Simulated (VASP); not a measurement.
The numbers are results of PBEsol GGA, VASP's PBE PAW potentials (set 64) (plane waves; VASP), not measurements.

The input files of a VASP run:

INCAR:
```
# general
SYSTEM =Ho
PREC   =Accurate
ENCUT  =480   # plane-wave cut-off (eV)
LREAL  =F   # projection in real space or not
LASPH  =T

# electronic loop
EDIFF  =1E-7   # SCF stop (eV)
NELM   =100
ALGO   =Normal
LMAXMIX=6   # l cut-off of mixed one-centre charges

# smearing
ISMEAR =1
SIGMA  =0.1   # width (eV)

# functional
GGA    =PS   # PBEsol

# ions
ISIF   =2

# output
LWAVE  =F
LCHARG =F
```

File POSCAR:
```
Ho
3.5123550
  0.5000000274  -0.8660254662   0.0000000000
  0.5000000274   0.8660254662   0.0000000000
  0.0000000000   0.0000000000   1.5353958699
Ho
2
direct
  0.3333330000   0.6666670000   0.2500000000
  0.6666670000   0.3333330000   0.7500000000
```

KPOINTS:
```
Regular mesh
0
gamma
  12 12 6
```

POTCAR, in this order: Ho_3 (PBE.64 set). Program: vasp_std.

The 4f electrons are frozen in the core of the lanthanide potential, so 4f levels, which can set the real gap, and their magnetism are missing.

Q: Predict the energy per atom (σ→0), pressure, band gap (on the k-mesh).

A: 
```yaml
energy per atom (σ→0): -4.938 eV/atom
band gap (on the k-mesh): none (metal, semimetal or under 0.01 eV)
pressure: 1.37 GPa
```

**OSZICAR**
```
...
DAV:   7    -0.987533422209E+01   -0.73933E-02   -0.45930E-02  3164   0.303E+00    0.336E-01
DAV:   8    -0.987498575580E+01    0.34847E-03   -0.27428E-03  2886   0.593E-01    0.667E-02
DAV:   9    -0.987499337773E+01   -0.76219E-05   -0.21046E-04  3331   0.179E-01    0.306E-02
DAV:  10    -0.987498846462E+01    0.49131E-05   -0.19488E-05  3300   0.470E-02    0.310E-02
DAV:  11    -0.987498864666E+01   -0.18204E-06   -0.98869E-07  3137   0.107E-02    0.455E-03
DAV:  12    -0.987498876787E+01   -0.12121E-06   -0.13454E-07  1825   0.471E-03    0.206E-03
DAV:  13    -0.987498874469E+01    0.23181E-07   -0.31795E-08  1663   0.505E-03
   1 F= -.98749887E+01 E0= -.98754158E+01  d E =0.128107E-02
```

The compound is Ho in the hcp structure. This cell was strained or had an atom moved on purpose.
